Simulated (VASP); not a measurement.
Calculation: PBE GGA, VASP's PBE PAW potentials (set 64) (plane waves; VASP).

A VASP calculation is set up with these files.

POSCAR:
```
K
1
   -2.6400000000     2.6400000000     2.6400000000
    2.6400000000    -2.6400000000     2.6400000000
    2.6400000000     2.6400000000    -2.6400000000
K
1
Direct
  0.0000000000   0.0000000000   0.0000000000
```

INCAR:
```
ENCUT  =  300
NELM  =  100
PREC  =  Accurate
SYSTEM  =  K
LASPH  =  T   # aspherical one-centre terms
ISMEAR  =  -1
SIGMA  =  0.1   # width (eV)
LWAVE  =  F
LREAL  =  F   # projection in real space or not
GGA  =  PE   # PBE
ISIF  =  2
ALGO  =  Normal   # blocked Davidson
LCHARG  =  F
EDIFF  =  1E-6
```

KPOINTS:
```
kpoints
0
Gamma
12 12 12
0 0 0
```

POTCAR, in this order: K_sv (PBE.64 set). Program: vasp_std.

Output

OSZICAR:
```
       N       E                     dE             d eps       ncg     rms          rms(c)
DAV:   1     0.283223134885E+02    0.28322E+02   -0.28772E+03  1176   0.570E+02
DAV:   2    -0.349123898368E+00   -0.28671E+02   -0.28562E+02  1160   0.168E+02
DAV:   3    -0.104461461153E+01   -0.69549E+00   -0.69048E+00  1912   0.233E+01
DAV:   4    -0.105779089209E+01   -0.13176E-01   -0.13018E-01  1688   0.233E+00
DAV:   5    -0.105789533497E+01   -0.10444E-03   -0.10444E-03  2096   0.153E-01    0.221E+00
DAV:   6    -0.105775416945E+01    0.14117E-03   -0.11944E-03  1856   0.245E-01    0.135E+00
DAV:   7    -0.105800749389E+01   -0.25332E-03   -0.27076E-03  1872   0.375E-01    0.506E-02
DAV:   8    -0.105807967137E+01   -0.72177E-04   -0.11721E-04  1648   0.141E-01    0.147E-02
DAV:   9    -0.105808415038E+01   -0.44790E-05   -0.88491E-06  1952   0.230E-02    0.474E-03
DAV:  10    -0.105808430435E+01   -0.15397E-06   -0.23139E-06  1760   0.118E-02
   1 F= -.10580843E+01 E0= -.10450154E+01  d E =-.261378E-01
```

### OUTCAR
```
------------------------ aborting loop because EDIFF is reached ----------------------------------------
  FORCE on cell =-STRESS in cart. coord.  units (eV):
  Direction    XX          YY          ZZ          XY          YZ          ZX
  --------------------------------------------------------------------------------------
  Total       -0.0529292     -0.0529292     -0.0529292     -0.0000000     -0.0000000     -0.0000000
  in kB       -1.1522163     -1.1522163     -1.1522163     -0.0000000     -0.0000000     -0.0000000
  external PRESSURE =      -1.1522163 kB  Pullay stress =       0.0000000 kB
  volume of cell :       73.60
      direct lattice vectors                 reciprocal lattice vectors
    -2.640000000  2.640000000  2.640000000     0.000000000  0.189393939  0.189393939
     2.640000000 -2.640000000  2.640000000     0.189393939  0.000000000  0.189393939
     2.640000000  2.640000000 -2.640000000     0.189393939  0.189393939  0.000000000
 POSITION                                       TOTAL-FORCE (eV/Angst)
 -----------------------------------------------------------------------------------
      0.00000      0.00000      0.00000         0.000000      0.000000     -0.000000
 -----------------------------------------------------------------------------------
    total drift:                                0.000000     -0.000000     -0.000000
  FREE ENERGIE OF THE ION-ELECTRON SYSTEM (eV)
  ---------------------------------------------------
  free  energy   TOTEN  =        -1.0580843043 eV

  energy  without entropy=       -1.0319464772  energy(sigma->0) =       -1.04501539
```
(Selected blocks of OUTCAR.)

At this cut-off the stress carries a Pulay error, which pulls relaxed volumes low.

The structure is a typed K crystal (Im-3m). The cell was not relaxed at this level.
